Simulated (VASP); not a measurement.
# ZnCd3Se3S (P-6m2) in VASP: further runs

One crystal, ZnCd3Se3S, is run at these levels: PBE; tasks: relaxation of cell and atoms.

All numbers are computed with VASP 6.6.1; they aren't measurements. Logs are shortened: lines on timing, memory, paths and dates and some standing lists are left out, and cuts for length are marked.

**1. The structure**

Symmetry: P-6m2, No. 187, hexagonal system. The conventional cell has a = 5.027 Å, b = 5.027 Å, c = 8.953 Å, α = 90.00°, β = 90.00°, γ = 120.00°. Around Zn (site symmetry -6m2) lie 6 Cd at 2.90 Å. Cd (site symmetry -6m2) is surrounded by 3 Zn at 2.90 Å and 3 Cd at 2.90 Å. Cd (site symmetry -6m2) is surrounded by 2 Se at 2.46 Å. Cd (site symmetry -6m2) has 3 Se at 2.90 Å and 3 S at 2.90 Å as nearest neighbours. Se (site symmetry 3m) is surrounded by 1 Se at 2.01 Å. Se (site symmetry -6m2) is surrounded by 2 Se at 2.01 Å. S (site symmetry -6m2) has 3 Cd at 2.90 Å and 3 Se at 2.90 Å as nearest neighbours.

The cell was built by a generator and needn't be a form met in nature.

**2. Relaxation of cell and atoms, PBE**

The input, INCAR:

```
SYSTEM = ZnCd3Se3S
PREC = Normal
ENCUT = 520
EDIFF = 1E-4
ISMEAR = 0
SIGMA = 0.15
LREAL = .False.
LASPH = .True.
NELM = 60
ALGO = Fast
ISIF = 3
LWAVE = .False.
LCHARG = .False.
GGA = PE
IBRION = 2
NSW = 24
EDIFFG = -0.08
```

The input, KPOINTS:

```
regular mesh
0
Gamma
  3 3 2
  0 0 0
```

The input, POSCAR:

```
ZnCd3Se3S
1.0
    5.0272163500      0.0000000000      0.0000000000
   -2.5136081700      4.3536970700      0.0000000000
    0.0000000000      0.0000000000      8.9525490300
Zn Cd Se S
1 3 3 1
Direct
    0.6666666700      0.3333333300      0.0000000000
    0.0000000000      0.0000000000      0.0000000000
    0.3333333300      0.6666666700      0.0000000000
    0.0000000000      0.0000000000      0.5000000000
    0.3333333300      0.6666666700      0.2751598400
    0.3333333300      0.6666666700      0.7248401600
    0.3333333300      0.6666666700      0.5000000000
    0.6666666700      0.3333333300      0.5000000000
```

Potentials or basis: VASP PAW PBE potentials, release 64 (Zn, Cd, Se, S).

Launch:

```sh
$ cat potpaw_PBE.64/Zn/POTCAR potpaw_PBE.64/Cd/POTCAR potpaw_PBE.64/Se/POTCAR potpaw_PBE.64/S/POTCAR > POTCAR
$ mpirun -np 1 vasp_std > vasp.out
```

OUTCAR:

```text
SYSTEM = ZnCd3Se3S
   PREC = Normal
   ENCUT = 520
   EDIFF = 1E-4
   ISMEAR = 0
   LREAL = .False.
   LASPH = .True.
   NELM = 60
   ISIF = 3
   GGA = PE
   IBRION = 2
   NSW = 24
   EDIFFG = -0.08

 ion  position               nearest neighbor table
   1  0.667  0.333  0.000-   2 2.90   3 2.90   3 2.90   2 2.90   2 2.90   3 2.90
   2  0.000  0.000  0.000-   1 2.90   3 2.90   3 2.90   1 2.90   1 2.90   3 2.90
   3  0.333  0.667  0.000-   5 2.46   6 2.46   2 2.90   1 2.90   1 2.90   2 2.90   2 2.90   1 2.90

   4  0.000  0.000  0.500-   7 2.90   8 2.90   7 2.90   8 2.90   8 2.90   7 2.90
   5  0.333  0.667  0.275-   7 2.01   3 2.46
   6  0.333  0.667  0.725-   7 2.01   3 2.46
   7  0.333  0.667  0.500-   5 2.01   6 2.01   4 2.90   4 2.90   4 2.90
   8  0.667  0.333  0.500-   4 2.90   4 2.90   4 2.90

  LATTYP: Found a hexagonal cell.
 ALAT       =     5.0272163500
 C/A-ratio  =     1.7808163418

  Lattice vectors:

 A1 = (   5.0272163500,   0.0000000000,   0.0000000000)
 A2 = (  -2.5136081700,   4.3536970700,   0.0000000000)
 A3 = (   0.0000000000,   0.0000000000,   8.9525490300)

Analysis of symmetry for initial positions (statically):
=====================================================================
 Subroutine PRICEL returns:
 Original cell was already a primitive cell.

 Routine SETGRP: Setting up the symmetry group for a
 hexagonal supercell.

 Subroutine GETGRP returns: Found 12 space group operations
 (whereof 12 operations were pure point group operations)
 out of a pool of 24 trial point group operations.

The static configuration has the point symmetry D_3h.

Analysis of symmetry for dynamics (positions and initial velocities):
=====================================================================
 Subroutine PRICEL returns:
 Original cell was already a primitive cell.

 Routine SETGRP: Setting up the symmetry group for a
 hexagonal supercell.

 Subroutine GETGRP returns: Found 12 space group operations
 (whereof 12 operations were pure point group operations)
 out of a pool of 24 trial point group operations.

The dynamic configuration has the point symmetry D_3h.

 Subroutine INISYM returns: Found 12 space group operations
 (whereof 12 operations are pure point group operations),
 and found     1 'primitive' translations

----------------------------------------------------------------------------------------

                                     Primitive cell

  volume of cell :     195.9442

  direct lattice vectors                    reciprocal lattice vectors
     5.027216350  0.000000000  0.000000000     0.198917240  0.114844922  0.000000000
    -2.513608170  4.353697070  0.000000000     0.000000000  0.229689844  0.000000000
     0.000000000  0.000000000  8.952549030     0.000000000  0.000000000  0.111700031

  length of vectors
     5.027216350  5.027216348  8.952549030     0.229689844  0.229689844  0.111700031

  position of ions in fractional coordinates (direct lattice)
     0.666666670  0.333333330  0.000000000
     0.000000000  0.000000000  0.000000000
     0.333333330  0.666666670  0.000000000
     0.000000000  0.000000000  0.500000000
     0.333333330  0.666666670  0.275159840
     0.333333330  0.666666670  0.724840160
     0.333333330  0.666666670  0.500000000
     0.666666670  0.333333330  0.500000000

  ion indices of the primitive-cell ions
   primitive index   ion index
                 1           1
                 2           2
                 3           3
                 4           4
                 5           5
                 6           6
                 7           7
                 8           8

----------------------------------------------------------------------------------------

 KPOINTS: regular mesh

Automatic generation of k-mesh.
 Grid dimensions read from file:
 generate k-points for:    3    3    2

 Generating k-lattice:

  Cartesian coordinates                     Fractional coordinates (reciprocal lattice)
     0.066305747  0.038281641  0.000000000     0.333333333  0.000000000  0.000000000
     0.000000000  0.076563281  0.000000000     0.000000000  0.333333333  0.000000000
     0.000000000  0.000000000  0.055850015     0.000000000  0.000000000  0.500000000

  Length of vectors
     0.076563281  0.076563281  0.055850015

  Shift w.r.t. Gamma in fractional coordinates (k-lattice)
     0.000000000  0.000000000  0.000000000

 Subroutine IBZKPT returns following result:
 ===========================================

 Found      6 irreducible k-points:

 Following reciprocal coordinates:
            Coordinates               Weight
  0.000000  0.000000  0.000000      1.000000
  0.333333  0.000000  0.000000      6.000000
  0.333333  0.333333  0.000000      2.000000
  0.000000  0.000000  0.500000      1.000000
  0.333333  0.000000  0.500000      6.000000
  0.333333  0.333333  0.500000      2.000000
   k-points           NKPTS =      6   k-points in BZ     NKDIM =      6   number of bands    NBANDS=     43
   number of dos      NEDOS =    301   number of ions     NIONS =      8
   total plane-waves  NPLWV =  39200
   dimension x,y,z NGX =    28 NGY =   28 NGZ =   50
   dimension x,y,z NGXF=    56 NGYF=   56 NGZF=  100
   ions per type =               1   3   3   1
   NGX,Y,Z   is equivalent  to a cutoff of   9.26,  9.26,  9.28 a.u.
   NGXF,Y,Z  is equivalent  to a cutoff of  18.52, 18.52, 18.57 a.u.
 SYSTEM =  ZnCd3Se3S
   PREC   = normal    normal or accurate (medium, high low for compatibility)
   ISTART =      0    job   : 0-new  1-cont  2-samecut
   ICHARG =      2    charge: 1-file 2-atom 10-const
   ISPIN  =      1    spin polarized calculation?
   LNONCOLLINEAR =      F non collinear calculations
   LSORBIT =      F    spin-orbit coupling
   LASPH  =      T    aspherical Exc in radial PAW
   ENCUT  =  520.0 eV  38.22 Ry    6.18 a.u.   9.35  9.35 16.65*2*pi/ulx,y,z
   NELM   =     60;   NELMIN=  2; NELMDL= -5     # of ELM steps
   EDIFF  = 0.1E-03   stopping-criterion for ELM
   LREAL  =      F    real-space projection
   EDIFFG = -.8E-01   stopping-criterion for IOM
   NSW    =     24    number of steps for IOM
   IBRION =      2    ionic relax: 0-MD 1-quasi-New 2-CG
   NFREE  =      1    steps in history (QN), initial steepest desc. (CG)
   ISIF   =      3    stress and relaxation
   ISYM   =      2    0-nonsym 1-usesym 2-fastsym
   POTIM  = 0.5000    time-step for ionic-motion
   TEBEG  =    0.0;   TEEND  =   0.0 temperature during run
   PSTRESS=    0.0 pullay stress
   NELECT =      72.0000    total number of electrons
   NUPDOWN=      -1.0000    fix difference up-down
   EMIN   =  10.00;   EMAX   =-10.00  energy-range for DOS
   EFERMI =   0.00;   METHOD = LEGACY
   ISMEAR =     0;   SIGMA  =   0.15  broadening in eV -4-tet -1-fermi 0-gaus
   EFERMI_NEDOS =   21; number of points for ismear=-14 and -15
   IALGO  =     68    algorithm
   IMIX   =      4    mixing-type and parameters
     AMIX     =   0.40;   BMIX     =  1.00
     AMIX_MAG =   1.60;   BMIX_MAG =  1.00
  volume/ion in A,a.u.               =      24.49       165.29
  Fermi-wavevector in a.u.,A,eV,Ry     =   1.172577  2.215850 18.707162  1.374938
  Thomas-Fermi vector in A             =   2.309004
   LORBIT       =      0    0 simple, 1 ext, 2 COOP (PROOUT), +10 PAW based schemes
   GGA     = PE    functional components
   LHFCALC =     F    Hartree Fock is set to
   AEXX    =    0.0000 exact exchange contribution
   IVDW    =     0    specifies the selected vdW correction
   LEPSILON=     F    determine dielectric tensor
   LRPA    =     F    only Hartree local field effects (RPA)
 conjugate gradient relaxation of ions
 non-spin polarized calculation
 RMM-DIIS sequential band-by-band and
 Gauss-broadening in eV      SIGMA  =   0.15
  energy-cutoff  :      520.00
  volume of cell :      195.94
 maximum number of plane-waves:      5314
   NGX = 19   NGY = 19   NGZ = 33

--------------------------------------- Ionic step        1  -------------------------------------------

 number of electron      71.9999864 magnetization

 Free energy of the ion-electron system (eV)
  ---------------------------------------------------
  ext. energy  EPLUGINS =         0.00000000
  ---------------------------------------------------
  free energy    TOTEN  =       -11.11211763 eV

  energy without entropy =      -11.07739195  energy(sigma->0) =      -11.09475479

------------------------ aborting loop because EDIFF is reached ----------------------------------------

  FORCE on cell =-STRESS in cart. coord.  units (eV):
  Direction    XX          YY          ZZ          XY          YZ          ZX
  --------------------------------------------------------------------------------------
  -------------------------------------------------------------------------------------
  Total        3.8385417      3.8385417     50.5906266      0.0000000      0.0000000      0.0000000
  in kB       31.3866061     31.3866062    413.6644024      0.0000000      0.0000000      0.0000000
  external PRESSURE =     158.8125382 kB  Pullay stress =       0.0000000 kB
[... 27 lines left out ...]
  energy  without entropy=      -11.0773919546  energy(sigma->0) =      -11.09475479

--------------------------------------- Ionic step        2  -------------------------------------------

 number of electron      72.0000347 magnetization

 E-fermi :  -0.1591     XC(G=0):  -8.0278

 val. band max:       -0.1897124445   @ k =   0.0000   0.0000   0.5000
 cond. band min:      -0.1099442985   @ k =   0.3333   0.0000   0.0000
 fundamental gap:      0.0797681460
 Fermi energy:        -0.1591036910

 k-point     1 :       0.0000    0.0000    0.0000
  band No.  band energies     occupation
      1     -13.6761      2.00000
      2     -11.5718      2.00000
      3     -11.3637      2.00000
      4     -10.9363      2.00000
      5      -9.0282      2.00000
      6      -8.7699      2.00000
[... 430 lines left out ...]
  energy  without entropy=      -15.3811969530  energy(sigma->0) =      -15.41372752

--------------------------------------- Ionic step        6  -------------------------------------------

 number of electron      72.0000116 magnetization

 Free energy of the ion-electron system (eV)
  ---------------------------------------------------
  ext. energy  EPLUGINS =         0.00000000
  ---------------------------------------------------
  free energy    TOTEN  =       -15.45151092 eV

  energy without entropy =      -15.38760177  energy(sigma->0) =      -15.41955635

 E-fermi :   1.0381     XC(G=0):  -8.7961

 val. band max:        1.0146051955   @ k =   0.3333   0.3333   0.5000
 cond. band min:       1.2693733553   @ k =   0.3333   0.0000   0.0000
 fundamental gap:      0.2547681598
 Fermi energy:         1.0381475199

 k-point     1 :       0.0000    0.0000    0.0000
  band No.  band energies     occupation
      1     -13.5132      2.00000
      2     -10.8368      2.00000
      3     -10.7486      2.00000
      4      -9.7465      2.00000
      5      -8.2281      2.00000
      6      -7.8830      2.00000
[... 300 lines left out ...]
  FREE ENERGIE OF THE ION-ELECTRON SYSTEM (eV)
  ---------------------------------------------------
  free  energy   TOTEN  =       -15.4515109204 eV

  energy  without entropy=      -15.3876017735  energy(sigma->0) =      -15.41955635

 reached required accuracy - stopping structural energy minimisation
```

It took 1.8 min on 1 thread of Intel Xeon Platinum 8559C (Emerald Rapids), shared host; peak memory 0.23 GiB.

Results:

```yaml
Free_energy: -15.4515 eV
Relaxed_volume: 28.24 Å³/atom
Relaxed_cell: a = 5.008 Å, b = 5.008 Å, c = 10.400 Å, α = 90.00°, β = 90.00°, γ = 120.00°
Space_group_after_relaxing_to_0.05_Å: P-6m2 (No. 187)
Energy_gained_by_relaxing: 542.4 meV/atom
Ionic_steps: 6
Pressure_after_relaxing: -0.2 GPa
Largest_force_after_relaxing: 0.073 eV/Å
Band_gap_on_the_k_mesh: none (metal or under the smearing width)
```

Forces in eV/Å, atoms in the order of the input:
```
Zn   0.000  0.000  0.000
Cd   0.000  0.000  0.000
Cd   0.000  0.000  0.000
Cd   0.000  0.000  0.000
Se   0.000  0.000  0.073
Se   0.000  0.000 -0.073
Se   0.000  0.000  0.000
S    0.000  0.000  0.000
```

Stress tensor (GPa, compression positive):
```
-0.06  0.00  0.00
 0.00 -0.06  0.00
 0.00  0.00 -0.38
```

The path:
| step | energy change (eV) | largest force (eV/Å) | pressure (GPa) | volume (Å³) |
| --- | --- | --- | --- | --- |
| 1 | 0.0000 | 8.7758 | 15.88 | 195.94 |
| 2 | -3.3182 | 0.1817 | -3.63 | 267.70 |
| 3 | -4.2979 | 0.3733 | -0.57 | 230.81 |
| 4 | -4.2990 | 0.3380 | -0.51 | 230.10 |
| 5 | -4.3341 | 0.1639 | -0.28 | 227.47 |
| 6 | -4.3394 | 0.0728 | -0.17 | 225.91 |

Final structure:
```xyz
8
Lattice="5.0083 0.0000 0.0000 -2.5041 4.3373 0.0000 0.0000 0.0000 10.3999" Properties=species:S:1:pos:R:3 pbc="T T T"
Zn    2.5041    1.4458    0.0000
Cd    0.0000    0.0000    0.0000
Cd    0.0000    2.8915    0.0000
Cd    0.0000    0.0000    5.1999
Se    0.0000    2.8915    2.5865
Se    0.0000    2.8915    7.8133
Se    0.0000    2.8915    5.1999
S     2.5041    1.4458    5.1999
```

Caveat: the k mesh is coarse (spacing up to 0.48 Å⁻¹), so the values aren't converged; the volume moved by over 15 % at a fixed basis, so the end points are rough; the relaxation stopped at a loose force limit of 0.08 eV/Å, so its end isn't a converged minimum.

**3. Relaxation of cell and atoms, PBE**

This run uses another cell than the first one, of 24.70 Å³/atom, 1.009 times its volume.

INCAR is that of step 2.

The input, KPOINTS:

```
regular mesh
0
Gamma
  3 3 3
  0 0 0
```

The input, POSCAR:

```
ZnCd3Se3S
1.0
    3.1801972700      1.8360877500      5.6412155500
   -3.1801972700      1.8360877500      5.6412155500
    0.0000000000     -3.6721755000      5.6412155500
Zn Cd Se S
1 3 3 1
Direct
    0.5000000000      0.5000000000      0.5000000000
    0.0000000000      0.0000000000      0.5000000000
    0.5000000000      0.0000000000      0.0000000000
    0.0000000000      0.5000000000      0.0000000000
    0.5000000000      0.5000000000      0.0000000000
    0.0000000000      0.5000000000      0.5000000000
    0.5000000000      0.0000000000      0.5000000000
    0.0000000000      0.0000000000      0.0000000000
```

Potentials or basis: VASP PAW PBE potentials, release 64 (Zn, Cd, Se, S).

Launch:

```sh
$ cat potpaw_PBE.64/Zn/POTCAR potpaw_PBE.64/Cd/POTCAR potpaw_PBE.64/Se/POTCAR potpaw_PBE.64/S/POTCAR > POTCAR
$ mpirun -np 1 vasp_std > vasp.out
```

Wall time 3 min (1 thread of Intel Xeon Platinum 8559C (Emerald Rapids), shared host); peak memory 0.29 GiB.

The run converged. Its results:

```
Free energy                            : -16.0379 eV
Relaxed volume                         : 22.17 Å³/atom
Relaxed cell                           : a = 7.145 Å, b = 7.145 Å, c = 7.145 Å, α = 46.84°, β = 46.84°, γ = 46.84°
Space group after relaxing (to 0.05 Å) : R-3m (No. 166)
Energy gained by relaxing              : 174.7 meV/atom
Ionic steps                            : 11
Pressure after relaxing                : 0.1 GPa
Band gap on the k mesh                 : none (metal or under the smearing width)
```

Stress tensor (GPa, compression positive):
```
 0.36  0.00  0.00
 0.00  0.36  0.00
 0.00  0.00 -0.30
```

The path:
| step | energy change (eV) | largest force (eV/Å) | pressure (GPa) | volume (Å³) |
| --- | --- | --- | --- | --- |
| 1 | 0.0000 | 0.0000 | -5.11 | 197.64 |
| 2 | -0.6146 | 0.0000 | -1.15 | 175.88 |
| 3 | -0.6860 | 0.0000 | 1.00 | 168.26 |
| 4 | -0.6879 | 0.0000 | 1.34 | 166.94 |
| 5 | -0.9603 | 0.0000 | 1.89 | 165.79 |
| 6 | -0.7085 | 0.0000 | 9.85 | 160.37 |
| 7 | -1.1993 | 0.0000 | 3.25 | 164.28 |
| 8 | -1.2121 | 0.0000 | 4.79 | 163.23 |
| 9 | -1.3247 | 0.0000 | 3.22 | 169.77 |
| 10 | -1.3372 | 0.0000 | 2.33 | 173.51 |
| 11 | -1.3972 | 0.0000 | 0.14 | 177.33 |

Final structure:
```
Zn Cd Se S
1.0
     2.83972    1.63951    6.34803
    -2.83972    1.63951    6.34803
     0.00000   -3.27902    6.34803
Zn Cd Se S
1 3 3 1
Direct
  0.50000 0.50000 0.50000
  0.00000 0.00000 0.50000
  0.50000 0.00000 0.00000
  0.00000 0.50000 0.00000
  0.50000 0.50000 0.00000
  0.00000 0.50000 0.50000
  0.50000 0.00000 0.50000
  0.00000 0.00000 0.00000
```

Levels at points of the mesh, in eV from the Fermi level:
| k point | band 31 | band 32 | band 33 | band 34 | band 35 | band 36 | band 37 | band 38 | band 39 | band 40 |
| --- | --- | --- | --- | --- | --- | --- | --- | --- | --- | --- |
| (0.00, 0.00, 0.00) | -2.03 | -2.03 | 0.52 | 0.61 | 0.66 | 0.66 | 0.75 | 0.75 | 1.13 | 1.13 |

Caveat: the k mesh is coarse (spacing up to 0.40 Å⁻¹), so the values aren't converged; the relaxation stopped at a loose force limit of 0.08 eV/Å, so its end isn't a converged minimum.

(Part 1 of 2 ends here.)
